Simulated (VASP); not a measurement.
# AlN: exact exchange and RPA correlation, part 2 of 6

Wanted: where the RPA puts the energy minimum of AlN. The scan starts from a database cell scaled to its smallest volume. The cell is of the zinc-blende type, which need not be the form that is stable at ambient conditions. The start is a computed cell from a database.

VASP 6.6.1, plane waves and PAW; the level of theory is named at each step.

So far. Step 3 (Exact exchange, volume ratio 0.92): The Hartree-Fock energy on these orbitals is -12.7803 eV an atom. Step 4 (Empty bands, volume ratio 0.92): WAVECAR now holds 456 bands for 8 electrons.

**5. RPA correlation, volume ratio 0.92**

This step: RPA correlation on LDA orbitals; plane waves and PAW (Al_GW, N_GW) (VASP 6.6.1).

The RPA correlation energy follows from the response function on imaginary frequencies; VASP computes it for a row of response cutoffs and extrapolates.

INCAR reads:

```
SYSTEM = AlN
PREC = Accurate
ENCUT = 470
ISMEAR = 0
SIGMA = 0.05
LREAL = .FALSE.
GGA = CA
NBANDS = 456
ALGO = ACFDT
ENCUTGW = 160
NOMEGA = 12
PRECFOCK = Fast
LWAVE = .FALSE.
LCHARG = .FALSE.
```

POSCAR reads:

```
AlN
1.0
    0.0000000000      2.1241277326      2.1241277326
    2.1241277326      0.0000000000      2.1241277326
    2.1241277326      2.1241277326      0.0000000000
Al N
1 1
Direct
    0.0000000000      0.0000000000      0.0000000000
    0.2500000000      0.2500000000      0.2500000000
```

KPOINTS reads:

```
Automatic mesh
0
Gamma
6 6 6
0 0 0
```

Potentials, in the order of the species: Al_GW and N_GW (LDA family, release 64).

The run is started by

```sh
mpirun -np 4 vasp_std
```

Log:

```text
[banner, memory and clock lines left out]
running    4 mpi-ranks, on    1 nodes
 distrk:  each k-point on    4 cores,    1 groups
 distr:  one band on    1 cores,    4 groups

 POSCAR found type information on POSCAR AlN
 POSCAR found :  2 types and       2 ions
 LDA part: xc-table for (Slater(with rela. corr.)+CA(PZ))
 , standard interpolation
 found WAVECAR, reading the header
 POSCAR, INCAR and KPOINTS ok, starting setup
 FFT: planning ... GRIDC
 FFT: planning ... GRID_SOFT
 FFT: planning ... GRID
 reading WAVECAR
 the WAVECAR file was read successfully
 initial charge from wavefunction
 available memory per node:     94.94 GB, setting MAXMEM to     97215

 The Fermi energy was updated, please check that it is located mid-gap
 values below the HOMO (VB) or above the LUMO (CB) will cause erroneous energies
 E-fermi :   7.2078

 the WAVEDER file was read successfully
 set NWRITE>2 for more details about minimax calculation
 number of imaginary grid points requested:      12
 number of distinct grids requested:  1
 quadrature errors minimized for energies in [ 0.326E+01, 0.471E+03 ]
 bosonic grid (T=0, re) determined with error: 0.6968E-08
 bosonic grid (re): 0.6968E-08
       0.7237       2.3304       4.4620       7.6391      12.6932
      21.0339      35.1395      59.5096     102.6810     182.3929
     344.9100     803.5836
energies w=
    0.000    0.724    0.000    2.330    0.000    4.462    0.000    7.639
    0.000   12.693    0.000   21.034    0.000   35.140    0.000   59.510
    0.000  102.681    0.000  182.393    0.000  344.910    0.000  803.584
 responsefunction array rank=      92
 LDA part: xc-table for (Slater(with rela. corr.)+CA(PZ))
 , standard interpolation

 min. memory requirement per mpi rank    253.0 MB, per node   1012.1 MB

 allocating   3 responsefunctions rank=    92
 shmem allocating  12 responsefunctions rank=    92
 response function shared by NCSHMEM nodes    1
 Doing            3  frequencies on each core in blocks of           12
NQ=   1    0.0000    0.0000    0.0000,
|.........|.........|.........|.........
 performed       4646000 updates of chi_q(r,r)
 total number of BLAS operations        294.45 Gflops
NQ=   2    0.1667    0.0000    0.0000,
|.........|.........|.........|.........
 performed       9292000 updates of chi_q(r,r)
 total number of BLAS operations        550.53 Gflops
NQ=   3    0.3333    0.0000    0.0000,
|.........|.........|.........|.........
 performed      13938000 updates of chi_q(r,r)
 total number of BLAS operations        865.16 Gflops
NQ=   4    0.5000    0.0000    0.0000,
|.........|.........|.........|.........
 performed      18584000 updates of chi_q(r,r)
 total number of BLAS operations       1166.26 Gflops
NQ=   5    0.1667    0.1667    0.0000,
|.........|.........|.........|.........
 performed      23230000 updates of chi_q(r,r)
 total number of BLAS operations       1434.83 Gflops
NQ=   6    0.3333    0.1667    0.0000,
|.........|.........|.........|.........
 performed      27876000 updates of chi_q(r,r)
 total number of BLAS operations       1703.40 Gflops
NQ=   7    0.5000    0.1667    0.0000,
|.........|.........|.........|.........
 performed      32522000 updates of chi_q(r,r)
 total number of BLAS operations       1971.98 Gflops
NQ=   8   -0.3333    0.1667    0.0000,
|.........|.........|.........|.........
 performed      37168000 updates of chi_q(r,r)
 total number of BLAS operations       2273.08 Gflops
NQ=   9   -0.1667    0.1667    0.0000,
|.........|.........|.........|.........
 performed      41814000 updates of chi_q(r,r)
 total number of BLAS operations       2554.44 Gflops
NQ=  10    0.3333    0.3333    0.0000,
|.........|.........|.........|.........
 performed      46460000 updates of chi_q(r,r)
 total number of BLAS operations       2842.30 Gflops
NQ=  11    0.5000    0.3333    0.0000,
|.........|.........|.........|.........
 performed      51106000 updates of chi_q(r,r)
 total number of BLAS operations       3136.75 Gflops
NQ=  12   -0.3333    0.3333    0.0000,
|.........|.........|.........|.........
 performed      55752000 updates of chi_q(r,r)
 total number of BLAS operations       3431.19 Gflops
NQ=  13    0.5000    0.5000    0.0000,
|.........|.........|.........|.........
 performed      60398000 updates of chi_q(r,r)
 total number of BLAS operations       3745.82 Gflops
NQ=  14    0.5000    0.3333    0.1667,
|.........|.........|.........|.........
 performed      65044000 updates of chi_q(r,r)
 total number of BLAS operations       4020.75 Gflops
NQ=  15   -0.3333    0.3333    0.1667,
|.........|.........|.........|.........
 performed      69690000 updates of chi_q(r,r)
 total number of BLAS operations       4335.38 Gflops
NQ=  16   -0.3333    0.5000    0.1667,
|.........|.........|.........|.........
 performed      74336000 updates of chi_q(r,r)
 total number of BLAS operations       4650.01 Gflops
 entering main loop
```

It took 67 s on 4 MPI ranks of Intel Xeon 6975P-C (Granite Rapids), shared host; peak memory 1.3 GiB.

OUTCAR, selected parts (step 5):

```text
   k-points           NKPTS =     16   k-points in BZ     NKDIM =    216   number of bands    NBANDS=    456

   NELECT =       8.0000    total number of electrons

 E-fermi :   7.2078

 Hartree contr. to MP2           -0.233601      0.000000

 Hartree contr. to MP2           -1.919978      0.000000

 Hartree contr. to MP2           -1.888263      0.000000

 Hartree contr. to MP2           -0.939465      0.000000

      cutoff energy     smooth cutoff   RPA   correlation   Hartree contr. to MP2

      cutoff energy     smooth cutoff   RPA   correlation   Hartree contr. to MP2
---------------------------------------------------------------------------------
            160.000           128.000      -10.9664575460      -17.4581834758
            152.381           121.905      -10.8363976127      -17.2925126738
            145.125           116.100      -10.6992928664      -17.1152093270
            138.214           110.571      -10.5559920708      -16.9272610024
            131.632           105.306      -10.4079245632      -16.7301727184
            125.364           100.291      -10.2520316843      -16.5195579487
            119.394            95.516      -10.0920729543      -16.3002086029
            113.709            90.967       -9.9267393730      -16.0694919571
  linear regression

  converged value                          -12.5054864187      -19.5245975982

[... 7 parts as in an earlier step ...]

[... 2 further parts left out ...]
```

Read from the output:

```yaml
rpa_correlation_energy: -12.51 eV
```

The correlation energy is -6.2527 eV an atom. With exact exchange the total is -19.0330 eV an atom.

**6. Comparison: r2SCAN, volume ratio 0.92**

This step: r2SCAN; plane waves and PAW (Al_GW, N_GW) (VASP 6.6.1).

For comparison the same cell is computed with r2SCAN.

INCAR reads:

```
SYSTEM = AlN
PREC = Accurate
ENCUT = 470
EDIFF = 1E-06
NELM = 100
ISMEAR = 0
SIGMA = 0.05
LREAL = .FALSE.
ALGO = Normal
METAGGA = R2SCAN
LASPH = .TRUE.
NBANDS = 10
LWAVE = .FALSE.
LCHARG = .FALSE.
KPAR = 4
```

POSCAR is that of step 5.

KPOINTS is that of step 5.

The run is started by

```sh
mpirun -np 4 vasp_std
```

Log:

```text
[banner, memory and clock lines left out]
running    4 mpi-ranks, on    1 nodes
 distrk:  each k-point on    1 cores,    4 groups
 distr:  one band on    1 cores,    1 groups

 POSCAR found type information on POSCAR AlN
 POSCAR found :  2 types and       2 ions
|                                                                             |
|               ----> ADVICE to this user running VASP <----                  |
|                                                                             |
|     You enforced a specific xc type in the INCAR file but a different       |
|     [... a line on the potential file left out ...]
|     I HOPE YOU KNOW WHAT YOU ARE DOING!                                     |
|                                                                             |

 LDA part: xc-table for (None), standard interpolation
 POSCAR, INCAR and KPOINTS ok, starting setup
 FFT: planning ... GRIDC
 FFT: planning ... GRID_SOFT
 FFT: planning ... GRID
 WAVECAR not read
 entering main loop
       N       E                     dE             d eps       ncg     rms          rms(c)
DAV:   1    -0.211527E+02   -0.21153E+02   -0.45828E+03   320   0.700E+02
DAV:   2    -0.612248E+02   -0.40072E+02   -0.36122E+02   374   0.203E+02
DAV:   3    -0.626271E+02   -0.14023E+01   -0.14003E+01   412   0.317E+01
DAV:   4    -0.626353E+02   -0.81631E-02   -0.81619E-02   368   0.304E+00
DAV:   5    -0.626354E+02   -0.17138E-03   -0.17137E-03   460   0.420E-01    0.872E+00
DAV:   6    -0.577869E+02    0.48486E+01   -0.96492E+00   424   0.208E+01    0.230E+00
DAV:   7    -0.578705E+02   -0.83572E-01   -0.43675E-01   378   0.483E+00    0.149E+00
DAV:   8    -0.578913E+02   -0.20832E-01   -0.29442E-02   340   0.252E+00    0.189E-01
DAV:   9    -0.578911E+02    0.21217E-03   -0.16203E-03   482   0.394E-01    0.557E-02
DAV:  10    -0.578912E+02   -0.76974E-04   -0.11898E-04   354   0.152E-01    0.479E-03
DAV:  11    -0.578912E+02    0.10201E-06   -0.41910E-06   396   0.163E-02
   1 F= -.57891163E+02 E0= -.57891163E+02  d E =-.489563E-23
```

It took 4.8 s on 4 MPI ranks; peak memory 0.49 GiB; 17 s of CPU time.

From OUTCAR (step 6):

```text
   NELECT =       8.0000    total number of electrons

 E-fermi :   5.9141

 k-point     1 :       0.0000    0.0000    0.0000
  band No.  band energies     occupation
      1     -10.6891      2.00000
      2       5.5756      2.00000
      3       5.5756      2.00000
      4       5.5756      2.00000
      5      11.2339      0.00000
      6      19.9062      0.00000
      7      19.9062      0.00000
      8      19.9062      0.00000
      9      24.8626      0.00000
    ...

  Total        2.2733718      2.2733718      2.2733718      0.0000000      0.0000000     -0.0000000
  in kB      190.0243128    190.0243128    190.0243128      0.0000000      0.0000000     -0.0000000
  external PRESSURE =     190.0243128 kB  Pullay stress =       0.0000000 kB

 POSITION                                       TOTAL-FORCE (eV/Angst)
 -----------------------------------------------------------------------------------
      0.00000      0.00000      0.00000        -0.000000     -0.000000     -0.000000
      1.06206      1.06206      1.06206         0.000000      0.000000      0.000000
 -----------------------------------------------------------------------------------
    total drift:                                0.000001      0.000001      0.000001

  FREE ENERGIE OF THE ION-ELECTRON SYSTEM (eV)
  ---------------------------------------------------
  free  energy   TOTEN  =       -57.8911629463 eV

  energy  without entropy=      -57.8911629463  energy(sigma->0) =      -57.89116295

[... 8 parts as in an earlier step ...]

[... 8 further parts left out ...]
```

This step gave:

```
free energy (TOTEN)            : -57.8912 eV
Fermi energy                   : 5.914 eV
pressure                       : 19.00 GPa
gap on the k-mesh              : 3.999 eV
least direct gap on the k-mesh : 5.658 eV
```

Its energy is -28.9456 eV an atom, on a zero of its own.

**7. Orbitals for comparison: HSE06, volume ratio 0.92**

This step: LDA; plane waves and PAW (Al_GW, N_GW) (VASP 6.6.1).

A hybrid converges faster from good orbitals, so a cheap LDA run writes WAVECAR first.

INCAR reads:

```
SYSTEM = AlN
PREC = Accurate
ENCUT = 470
EDIFF = 1E-05
NELM = 100
ISMEAR = 0
SIGMA = 0.05
LREAL = .FALSE.
ALGO = Normal
GGA = CA
NBANDS = 10
LORBIT = 11
LWAVE = .TRUE.
LCHARG = .FALSE.
KPAR = 4
```

POSCAR is that of step 6.

KPOINTS is that of step 6.

The run is started by

```sh
mpirun -np 4 vasp_std
```

Log:

```text
[... set-up lines as in an earlier step ...]
 entering main loop
       N       E                     dE             d eps       ncg     rms          rms(c)
[... 9 cycles as in an earlier step ...]
DAV:  10    -0.163382E+02   -0.77599E-05   -0.15656E-04   474   0.128E-01    0.147E-02
DAV:  11    -0.163382E+02    0.22589E-05   -0.76629E-06   196   0.326E-02
   1 F= -.16338197E+02 E0= -.16338197E+02  d E =-.157415E-21
 writing wavefunctions
```

It took 1.6 s on 4 MPI ranks; peak memory 0.44 GiB; 3.8 s of CPU time.

OUTCAR, selected parts (step 7):

```text
   NELECT =       8.0000    total number of electrons

 E-fermi :   5.9054

 k-point     1 :       0.0000    0.0000    0.0000
  band No.  band energies     occupation
      1      -9.7535      2.00000
      2       5.5800      2.00000
      3       5.5800      2.00000
      4       5.5800      2.00000
      5      10.5724      0.00000
      6      18.7400      0.00000
      7      18.7400      0.00000
      8      18.7400      0.00000
      9      23.7689      0.00000
    ...

  Total        1.7808886      1.7808886      1.7808886      0.0000000     -0.0000000      0.0000000
  in kB      148.8591258    148.8591258    148.8591258      0.0000000     -0.0000000      0.0000000
  external PRESSURE =     148.8591258 kB  Pullay stress =       0.0000000 kB

  FREE ENERGIE OF THE ION-ELECTRON SYSTEM (eV)
  ---------------------------------------------------
  free  energy   TOTEN  =       -16.3381972330 eV

  energy  without entropy=      -16.3381972330  energy(sigma->0) =      -16.33819723

[... 11 parts as in an earlier step ...]

[... 7 further parts left out ...]
```

Numbers from this step:

```yaml
free_energy_toten: -16.34 eV
fermi_energy: 5.905 eV
pressure: 14.89 GPa
gap_on_the_k_mesh: 3.255 eV
least_direct_gap_on_the_k_mesh: 4.992 eV
```

The run ends at a pressure of 14.89 GPa.

**8. Comparison: HSE06, volume ratio 0.92**

This step: HSE06; plane waves and PAW (Al_GW, N_GW) (VASP 6.6.1).

For comparison the same cell is computed with HSE06.

INCAR reads:

```
SYSTEM = AlN
PREC = Accurate
ENCUT = 470
EDIFF = 1E-06
NELM = 100
ISMEAR = 0
SIGMA = 0.05
LREAL = .FALSE.
ALGO = Normal
LHFCALC = .TRUE.
AEXX = 0.25
GGA = PE
HFSCREEN = 0.2
LASPH = .TRUE.
NBANDS = 10
PRECFOCK = Fast
LWAVE = .FALSE.
LCHARG = .FALSE.
KPAR = 4
```

POSCAR is that of step 7.

KPOINTS is that of step 7.

The run starts from files that an earlier step left in the folder.

The run is started by

```sh
mpirun -np 4 vasp_std
```

Log:

```text
[banner, memory and clock lines left out]
running    4 mpi-ranks, on    1 nodes
 distrk:  each k-point on    1 cores,    4 groups
 distr:  one band on    1 cores,    1 groups

 POSCAR found type information on POSCAR AlN
 POSCAR found :  2 types and       2 ions
 [... a notice as in an earlier step ...]

 LDA part: xc-table for (Slater+PW92), standard interpolation
 found WAVECAR, reading the header
 POSCAR, INCAR and KPOINTS ok, starting setup
 FFT: planning ... GRIDC
 FFT: planning ... GRID_SOFT
 FFT: planning ... GRID
 reading WAVECAR
 the WAVECAR file was read successfully
 initial charge from wavefunction
 entering main loop
       N       E                     dE             d eps       ncg     rms          rms(c)
DAV:   1    -0.173638E+02   -0.17364E+02   -0.76291E-01   330   0.999E+00    0.544E-01
DAV:   2    -0.173632E+02    0.64270E-03   -0.90965E-03   454   0.112E+00    0.359E-01
DAV:   3    -0.173613E+02    0.18570E-02   -0.42165E-03   418   0.387E-01    0.235E-01
DAV:   4    -0.173610E+02    0.35200E-03   -0.42106E-04   376   0.146E-01    0.147E-01
DAV:   5    -0.173608E+02    0.16668E-03   -0.64265E-05   356   0.132E-01    0.825E-02
DAV:   6    -0.173607E+02    0.53691E-04   -0.27737E-05   384   0.807E-02    0.452E-02
DAV:   7    -0.173607E+02    0.17558E-04   -0.58800E-06   368   0.369E-02    0.258E-02
DAV:   8    -0.173607E+02    0.56698E-05   -0.21042E-06   226   0.185E-02    0.151E-02
DAV:   9    -0.173607E+02    0.16079E-05   -0.86397E-07   188   0.108E-02    0.883E-03
DAV:  10    -0.173607E+02    0.44725E-06   -0.28539E-07   178   0.617E-03
   1 F= -.17360721E+02 E0= -.17360721E+02  d E =-.896990E-18
```

Run time: 27 s. Hardware: 4 MPI ranks; peak memory 0.87 GiB; 1.7 min of CPU time.

From OUTCAR (step 8):

```text
   k-points           NKPTS =     16   k-points in BZ     NKDIM =    216   number of bands    NBANDS=     10

   NELECT =       8.0000    total number of electrons

 E-fermi :   5.1658

 k-point     1 :       0.0000    0.0000    0.0000
  band No.  band energies     occupation
      1     -12.1050      2.00000
      2       4.8755      2.00000
      3       4.8755      2.00000
      4       4.8755      2.00000
      5      11.2783      0.00000
      6      20.0148      0.00000
      7      20.0148      0.00000
      8      20.0148      0.00000
      9      25.1590      0.00000
    ...

 POSITION                                       TOTAL-FORCE (eV/Angst)
 -----------------------------------------------------------------------------------
      0.00000      0.00000      0.00000         0.000000      0.000000      0.000000
      1.06206      1.06206      1.06206        -0.000000     -0.000000     -0.000000
 -----------------------------------------------------------------------------------
    total drift:                               -0.000002     -0.000001     -0.000002

  FREE ENERGIE OF THE ION-ELECTRON SYSTEM (eV)
  ---------------------------------------------------
  free  energy   TOTEN  =       -17.3607211800 eV

  energy  without entropy=      -17.3607211800  energy(sigma->0) =      -17.36072118

[... 8 parts as in an earlier step ...]

[... 8 further parts left out ...]
```

Numbers from this step:

| Property | Result |
| --- | --- |
| free energy (TOTEN) | -17.36 eV |
| Fermi energy | 5.166 eV |
| gap on the k-mesh | 4.647 eV |
| least direct gap on the k-mesh | 6.403 eV |

Its energy is -8.6804 eV an atom, on a zero of its own.

**9. Orbitals, volume ratio 0.96**

This step: LDA; plane waves and PAW (Al_GW, N_GW) (VASP 6.6.1).

The same chain follows at a volume ratio of 0.96.

INCAR reads:

```
SYSTEM = AlN
PREC = Accurate
ENCUT = 470
EDIFF = 1E-08
NELM = 100
ISMEAR = 0
SIGMA = 0.05
LREAL = .FALSE.
ALGO = Normal
GGA = CA
NBANDS = 10
LORBIT = 11
LWAVE = .TRUE.
LCHARG = .FALSE.
KPAR = 4
```

POSCAR reads:

```
AlN
1.0
    0.0000000000      2.1544765148      2.1544765148
    2.1544765148      0.0000000000      2.1544765148
    2.1544765148      2.1544765148      0.0000000000
Al N
1 1
Direct
    0.0000000000      0.0000000000      0.0000000000
    0.2500000000      0.2500000000      0.2500000000
```

KPOINTS is that of step 8.

The run is started by

```sh
mpirun -np 4 vasp_std
```

Log:

```text
[... set-up lines as in an earlier step ...]
 entering main loop
       N       E                     dE             d eps       ncg     rms          rms(c)
DAV:   1     0.205588E+02    0.20559E+02   -0.44804E+03   320   0.673E+02
DAV:   2    -0.175277E+02   -0.38086E+02   -0.36230E+02   384   0.192E+02
DAV:   3    -0.189591E+02   -0.14314E+01   -0.14288E+01   414   0.319E+01
DAV:   4    -0.189684E+02   -0.92777E-02   -0.92766E-02   428   0.299E+00
[...]
DAV:  10    -0.163934E+02   -0.12109E-04   -0.12330E-04   460   0.119E-01    0.153E-02
DAV:  11    -0.163934E+02    0.22697E-05   -0.70216E-06   402   0.311E-02    0.123E-03
DAV:  12    -0.163934E+02   -0.74799E-08   -0.79466E-08   388   0.269E-03
   1 F= -.16393381E+02 E0= -.16393381E+02  d E =-.256830E-17
 writing wavefunctions
```

Wall time 1.4 s (4 MPI ranks); peak memory 0.45 GiB.

From OUTCAR (step 9):

```text
  Total        0.5269807      0.5269807      0.5269807      0.0000000     -0.0000000      0.0000000
  in kB       42.2133688     42.2133688     42.2133688      0.0000000     -0.0000000      0.0000000
  external PRESSURE =      42.2133688 kB  Pullay stress =       0.0000000 kB

 POSITION                                       TOTAL-FORCE (eV/Angst)
 -----------------------------------------------------------------------------------
      0.00000      0.00000      0.00000        -0.000000      0.000000     -0.000000
      1.07724      1.07724      1.07724         0.000000     -0.000000      0.000000
 -----------------------------------------------------------------------------------
    total drift:                               -0.000000     -0.000000     -0.000000

  FREE ENERGIE OF THE ION-ELECTRON SYSTEM (eV)
  ---------------------------------------------------
  free  energy   TOTEN  =       -16.3933809455 eV

  energy  without entropy=      -16.3933809455  energy(sigma->0) =      -16.39338095

[... 1 part as in an earlier step ...]

[... 2 further parts left out ...]
[key lines of the parts left out:]
E-fermi :   5.4826
```

The run ends at a pressure of 4.22 GPa.

[end of part 2 of 6]

[Long decimals in the printed logs are rounded to 6 places.]

[Lines on the potential files, build, host, timing and source positions are cut from VASP's logs without a mark.]

[Logs are printed without paths, hosts, clocks, repeated set-up lines and the standing remarks that a program may print on its own settings, such as how far it seeks lower states.]

[Hosts, paths, dates, database ids (printed as entryN), source tags and the programs' standing remarks are cut or masked in the printed files.]

[Measured values are set beside computed ones only where the two were judged alike; some that the calculation misses by far are left out.]

[Pressures printed for these runs are not shown converged in the cutoff: they can be off by several GPa and have the wrong sign.]
